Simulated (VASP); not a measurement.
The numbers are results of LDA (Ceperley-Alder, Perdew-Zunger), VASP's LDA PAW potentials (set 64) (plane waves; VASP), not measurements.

VASP ran on this input.

File KPOINTS:
```
k-points along high-symmetry lines
15
Line-mode
Reciprocal
  0.000000   0.000000   0.000000 ! GAMMA
  0.000000   0.500000   0.000000 ! X

  0.000000   0.500000   0.000000 ! X
  0.500000   0.500000   0.000000 ! M

  0.500000   0.500000   0.000000 ! M
  0.000000   0.000000   0.000000 ! GAMMA

  0.000000   0.000000   0.000000 ! GAMMA
  0.500000   0.500000   0.500000 ! R

  0.500000   0.500000   0.500000 ! R
  0.000000   0.500000   0.000000 ! X

  0.500000   0.500000   0.500000 ! R
  0.500000   0.500000   0.000000 ! M
```

File POSCAR:
```
Ni3Ge
3.489430
  0.9999999570   0.0000000000   0.0000000000
  0.0000000000   0.9999999570   0.0000000000
  0.0000000000   0.0000000000   0.9999999570
Ni Ge
3 1
Direct
  0.5000000000   0.0000000000   0.5000000000
  0.0000000000   0.5000000000   0.5000000000
  0.5000000000   0.5000000000   0.0000000000
  0.0000000000   0.0000000000   0.0000000000
```

**INCAR**
```
SYSTEM = Ni3Ge
PREC = Accurate
ENCUT = 400
EDIFF = 1E-7
NELM = 100
ALGO = Normal
LREAL = .FALSE.
LASPH = .TRUE.
ISMEAR = 0
SIGMA = 0.05
LMAXMIX = 4
LWAVE = .FALSE.
LCHARG = .FALSE.
LORBIT = 11
ICHARG = 11
```

POTCAR, in this order: Ni Ge_d (LDA.64 set). Program: vasp_std. Read from the step before: CHGCAR.

Output of the run:

File OUTCAR:
```
 ion  position               nearest neighbor table
   1  0.500  0.000  0.500-   2 2.47   3 2.47   4 2.47   3 2.47   4 2.47   2 2.47   3 2.47   3 2.47
                             2 2.47   4 2.47   4 2.47   2 2.47
   2  0.000  0.500  0.500-   1 2.47   3 2.47   4 2.47   3 2.47   4 2.47   1 2.47   4 2.47   4 2.47
                             1 2.47   3 2.47   3 2.47   1 2.47
   3  0.500  0.500  0.000-   1 2.47   2 2.47   4 2.47   1 2.47   2 2.47   1 2.47   4 2.47   1 2.47
                             2 2.47   4 2.47   2 2.47   4 2.47
   4  0.000  0.000  0.000-   1 2.47   2 2.47   3 2.47   1 2.47   2 2.47   2 2.47   3 2.47   2 2.47
                             1 2.47   3 2.47   1 2.47   3 2.47
  LATTYP: Found a simple cubic cell.
 ALAT       =     3.4894298500
 Subroutine PRICEL returns:
 Original cell was already a primitive cell.
 Subroutine GETGRP returns: Found 48 space group operations
The static configuration has the point symmetry O_h .
The dynamic configuration has the point symmetry O_h .
 Subroutine INISYM returns: Found 48 space group operations
   k-points           NKPTS =     90   k-points in BZ     NKDIM =     90   number of bands    NBANDS=     26
   number of dos      NEDOS =    301   number of ions     NIONS =      4
   total plane-waves  NPLWV =  13824
   dimension x,y,z NGX =    24 NGY =   24 NGZ =   24
   dimension x,y,z NGXF=    48 NGYF=   48 NGZF=   48
   ions per type =               3   1
   PREC   = accura    normal or accurate (medium, high low for compatibility)
   ISTART =      0    job   : 0-new  1-cont  2-samecut
...
```

### OSZICAR
```
       N       E                     dE             d eps       ncg     rms          rms(c)
DAV:   1     0.276514459075E+03    0.27651E+03   -0.17821E+04  4922   0.335E+03
DAV:   2     0.839353665256E+01   -0.26812E+03   -0.26250E+03  4680   0.532E+02
DAV:   3    -0.241938001556E+02   -0.32587E+02   -0.31884E+02  4802   0.168E+02
DAV:   4    -0.251696856276E+02   -0.97589E+00   -0.97389E+00  5022   0.334E+01
DAV:   5    -0.251928924134E+02   -0.23207E-01   -0.23203E-01  6036   0.440E+00
DAV:   6    -0.251937041496E+02   -0.81174E-03   -0.81172E-03  5842   0.698E-01
DAV:   7    -0.251937302160E+02   -0.26066E-04   -0.26068E-04  6416   0.101E-01
DAV:   8    -0.251937306322E+02   -0.41617E-06   -0.41545E-06  5028   0.122E-02
DAV:   9    -0.251937306404E+02   -0.82046E-08   -0.90449E-08  3036   0.188E-03
   1 F= -.25193731E+02 E0= -.25190825E+02  d E =-.581228E-02
```

OUTCAR:
```
 val. band max:       10.5647020199   @ k =   0.3929   0.3929   0.3929

 cond. band min:      10.5797613294   @ k =   0.0714   0.5000   0.0000



 k-point     1 :       0.0000    0.0000    0.0000
  band No.  band energies     occupation
      1     -14.1676      2.00000
      2     -14.1676      2.00000
      3     -14.1510      2.00000
      4     -14.1510      2.00000
      5     -14.1510      2.00000
      6      -2.2117      2.00000
      7       5.5325      2.00000
      8       6.6124      2.00000
      9       6.6124      2.00000
     10       7.0236      2.00000
     11       7.0236      2.00000
     12       7.0236      2.00000
     13       9.0611      2.00000
     14       9.0611      2.00000
     15       9.0611      2.00000
     16       9.6153      2.00000
     17       9.6153      2.00000
     18       9.6153      2.00000
     19       9.9989      2.00000
     20       9.9989      2.00000
     21      10.2984      2.00000
     22      10.6319      0.08283
     23      10.6319      0.08283
     24      10.6319      0.08282
     25      14.8380      0.00000
     26      17.7646      0.00000

 k-point     2 :       0.0000    0.0357    0.0000
  band No.  band energies     occupation
      1     -14.1675      2.00000
      2     -14.1672      2.00000
      3     -14.1510      2.00000
      4     -14.1510      2.00000
      5     -14.1510      2.00000
      6      -2.1968      2.00000
      7       5.5363      2.00000
      8       6.5864      2.00000
      9       6.6229      2.00000
     10       7.0215      2.00000
     11       7.0215      2.00000
     12       7.0273      2.00000
     13       9.0032      2.00000
     14       9.0032      2.00000
     15       9.0567      2.00000
     16       9.5501      2.00000
     17       9.6615      2.00000
     18       9.6615      2.00000
     19       9.9989      2.00000
     20      10.0067      2.00000
     21      10.2919      2.00000
     22      10.6319      0.08274
     23      10.6586      0.01284
...
```

The density is held fixed in this step, so its total energy and stress have no physical meaning.

The structure comes from a computed database's Ni3Ge entry (Pm-3m); how it stands against other phases isn't given here. It was relaxed first. The run is not spin-polarised, so no magnetic state was tried.
